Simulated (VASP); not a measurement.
Given:

```
PbF2
1.0
    0.00000     2.89404     2.89404
    2.89404     0.00000     2.89404
    2.89404     2.89404     0.00000
Pb F
1 2
Cartesian
  0.00000   0.00000   0.00000
  1.44702   1.44702   1.44702
  4.34106   4.34106   4.34106
```

Method: MS2 meta-GGA, VASP's PBE PAW potentials (set 64) (plane waves; VASP). Run with 520 eV cut-off, 7×7×7 Γ-centred mesh, Gaussian smearing of 0.050 eV, potentials Pb_d F.

The job: PbF2 (fluorite), 3 atoms, MS2, static run, 520 eV, 7×7×7 Γ-centred mesh. Roughly how much core time does it take on a busy server core?

About 70 core-seconds (one run on a shared machine, a rough figure). It had 20 irreducible k-points, 18 bands, up to 1326 plane waves and 24 electronic steps.

The compound is PbF2 in the fluorite structure, the β form. This cell is one point of a volume scan, at 0.94 of the reference volume.
